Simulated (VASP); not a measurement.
Input:

```yaml
crystal:
  lattice:
    - [4.79579, 0.00000, 0.00000]
    - [0.00000, 4.79579, 0.00000]
    - [0.00000, 0.00000, 3.23520]
  atoms:
    - { symbol: Sn, position: [0.00000, 0.00000, 0.00000] }
    - { symbol: Sn, position: [0.50000, 0.50000, 0.50000] }
    - { symbol: O, position: [0.30624, 0.30624, 0.00000] }
    - { symbol: O, position: [0.80624, 0.19376, 0.50000] }
    - { symbol: O, position: [0.19376, 0.80624, 0.50000] }
    - { symbol: O, position: [0.69376, 0.69376, 0.00000] }
```

Level of theory: PBE GGA with D3 dispersion (Becke-Johnson damping), VASP's PBE PAW potentials (set 64) (plane waves; VASP 6.6.1). Numerical set-up: 520 eV cut-off, Gaussian smearing of 0.050 eV, potentials Sn_d O.

Unless said otherwise, spin-orbit coupling is left out, though it shifts the bands of the heavy elements here.

Problem. Give the energies of bands 15 to 28 at the high-symmetry points, in eV from the valence-band maximum.

Solution. 
```
band      Γ      X      M      Z      R      A
----  -----  -----  -----  -----  -----  -----
15    -8.01  -6.45  -5.51  -7.08  -6.81  -7.81
16    -3.93  -6.45  -5.51  -7.08  -6.81  -7.81
17    -3.93  -3.04  -3.77  -4.10  -5.41  -4.84
18    -3.85  -3.04  -3.77  -4.10  -5.41  -4.84
19    -2.96  -2.90  -2.95  -3.71  -4.07  -2.53
20    -1.98  -2.90  -2.95  -3.71  -4.07  -2.53
21    -1.95  -1.92  -1.91  -2.60  -1.68  -2.40
22    -1.26  -1.92  -1.91  -2.60  -1.68  -2.40
23    -1.26  -1.21  -1.34  -1.56  -1.04  -0.92
24    -0.75  -1.21  -1.34  -1.56  -1.04  -0.92
25    -0.75  -0.61  -0.86  -1.20  -0.73  -0.79
26     0.00  -0.61  -0.86  -1.20  -0.73  -0.79
27     0.80   4.02   4.41   5.73   6.00   4.47
28     5.78   4.02   4.41   5.73   6.00   4.47
```

The gap is direct, 0.79 eV, from the valence maximum at Γ to the conduction minimum at Γ.

The compound is SnO2 in the rutile structure. It was relaxed first.
